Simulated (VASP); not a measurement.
```yaml
crystal:
  lattice:
    - [0.00000, 2.87947, 2.87947]
    - [2.87947, 0.00000, 2.87947]
    - [2.87947, 2.87947, 0.00000]
  atoms:
    - { symbol: Ge, position: [0.00000, 0.00000, 0.00000] }
    - { symbol: Ge, position: [0.25000, 0.25000, 0.25000] }
```

Computed with PBE GGA, VASP's PBE PAW potentials (set 64) (plane waves; VASP). Settings: 520 eV cut-off, 7×7×7 Γ-centred mesh, Gaussian smearing of 0.050 eV, potentials Ge_d.

### Question
Estimate the energy per atom (σ→0), band gap (on the k-mesh) with the smallest direct gap where there is one.

### Answer

| Quantity | Result |
|---|---|
| band gap (on the k-mesh) | none (metal, semimetal or under 0.01 eV) |
| energy per atom (σ→0) | -4.508 eV/atom |

Total energies compare only between runs with the same potentials, cut-off and functional.

The compound is Ge in the diamond structure. It was relaxed first, which changed the volume by +5 %.
